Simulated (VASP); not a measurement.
Given:

```
CELL_PARAMETERS angstrom
      2.25247    -3.90140     0.00000
      2.25247     3.90140     0.00000
      0.00000     0.00000     5.05026
ATOMIC_POSITIONS crystal
  Se 0.00000 0.21987 0.66667
  Se 0.78013 0.78013 0.00000
  Se 0.21987 0.00000 0.33333
```

The numbers are results of PBE GGA, VASP's PBE PAW potentials (set 64) (plane waves; VASP), not measurements. Numerical set-up: 480 eV cut-off, 6×6×6 Γ-centred mesh, Gaussian smearing of 0.050 eV, potentials Se.

Energy and stress use the plane-wave basis of the starting cell. Without a dispersion term in the relaxation, distances and binding between the weakly bound layers, chains or molecules are unreliable, and so is what depends on them.

**Question.** The ions, cell shape and volume at an external pressure of 10.0 GPa are relaxed. What does this cell relax into?

**Answer.** 
```
CELL_PARAMETERS angstrom
      1.87020    -3.23928     0.00000
      1.87020     3.23928     0.00000
      0.00000     0.00000     5.16443
ATOMIC_POSITIONS crystal
  Se 0.00000 0.27445 0.66667
  Se 0.72555 0.72555 0.00000
  Se 0.27445 0.00000 0.33333
```
Space group P3_121 (152), at a tolerance of 0.03 Å.

**Question.** How do energy and volume change from the first to the last step?

**Answer.** The energy (σ→0) changes by +156.3 meV/atom and the volume by -29.5 %, in 14 ionic steps.

The compound is Se in the trig structure. This run relaxes it under an external pressure of 10 GPa. Symmetry was kept, so distortions that lower it aren't found.
